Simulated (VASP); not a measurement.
The input files of a VASP run:

### POSCAR
```
TiCo
2.9458370
  1.0000000380   0.0000000000   0.0000000000
  0.0000000000   1.0000000380   0.0000000000
  0.0000000000   0.0000000000   1.0000000380
Ti Co
1 1
Cart
  0.0000000000   0.0000000000   0.0000000000
  0.5000000190   0.5000000190   0.5000000190
```

### INCAR
```
! general
SYSTEM   = TiCo
PREC     = Accurate
ENCUT    = 520
LREAL    = F
LASPH    = T

! electronic loop
EDIFF    = 1E-7
NELM     = 100
ALGO     = Normal
LMAXMIX  = 4
LMIXTAU  = T

! smearing
ISMEAR   = 1
SIGMA    = 0.1

! functional
METAGGA  = R2SCAN
LUSE_VDW = T
BPARAM   = 11.95
CPARAM   = 0.0093

! ions
ISIF     = 2

! output
LWAVE    = F
LCHARG   = F
```

**KPOINTS**
```
Automatic mesh
0
Gamma
12 12 12
0 0 0
```

POTCAR, in this order: Ti_sv Co (PBE.64 set). Program: vasp_std.

Question: Translate this r2SCAN+rVV10 calculation to Ansatz.

Answer: One equivalent input (not run):
Ansatz 0.2 input:
```yaml
crystal:
  lattice:
    - [2.9458371, 0.0000000, 0.0000000]
    - [0.0000000, 2.9458371, 0.0000000]
    - [0.0000000, 0.0000000, 2.9458371]
  atoms:
    - { symbol: Ti, position: [0.0000000, 0.0000000, 0.0000000] }
    - { symbol: Co, position: [0.5000000, 0.5000000, 0.5000000] }
kpoints:
  mp_grid: { grid: [12, 12, 12] }
hamiltonian:
  xc: r2scan
  dispersion: rvv10
  pseudopotentials: { kind: paw }
scf:
  occupations: { method: methfessel_paxton, width: 0.1 }
  max_iter: 100
output: { forces: true, stress: true, eigenvalues: true }
```
The two are equivalent in intent, not identical: each code has its own PAW files, so the cut-off isn't converted (ENCUT is set for VASP's; basis.ecutwfc is left out, and Ansatz then takes the one that its files recommend); Ansatz stops its SCF on the density residual and VASP on the energy change (EDIFF).

The compound is TiCo in the CsCl type structure. It was relaxed first.
